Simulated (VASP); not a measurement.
CuCl (zinc blende), at 1.04 of the tabulated volume:

```yaml
crystal:
  lattice:
    - [0.00000, 2.74060, 2.74060]
    - [2.74060, 0.00000, 2.74060]
    - [2.74060, 2.74060, 0.00000]
  atoms:
    - { symbol: Cu, position: [0.00000, 0.00000, 0.00000] }
    - { symbol: Cl, position: [0.25000, 0.25000, 0.25000] }
```

The lowest empty band near Γ, direction [111], from PBE with spin-orbit coupling in VASP (PAW); its two spin partners are averaged. The gap over the points computed is 0.40 eV, and the next band on that side lies 6.19 eV away at the edge.

Run with 400 eV cut-off, 9×9×9 Γ-centred mesh, Gaussian smearing of 0.050 eV, potentials Cu Cl.

| distance from the edge in k (1/Å) | distance in energy (meV) |
|---|---|
| 0.018 | 5.7 |
| 0.025 | 11.0 |
| 0.035 | 21.3 |
| 0.050 | 42.2 |
| 0.070 | 79.0 |

Q: Fit E(1 + αE) = ħ²k²/2m* (ħ²/2m0 = 3.810 eV Å²) and predict the row at 0.095 1/Å.

A: Least squares on the energies gives the electron mass m* = 0.213 m0 and α = 1.37 per eV, and so 136.0 meV. The run gave 136.4 meV, +0.4 meV from the fit.

Left out are points under 3 meV from the edge, since the levels carry 0.1 meV, and points farther than half the way to the next band.

The compound is CuCl in the zinc blende structure. The cell was not relaxed at this level.
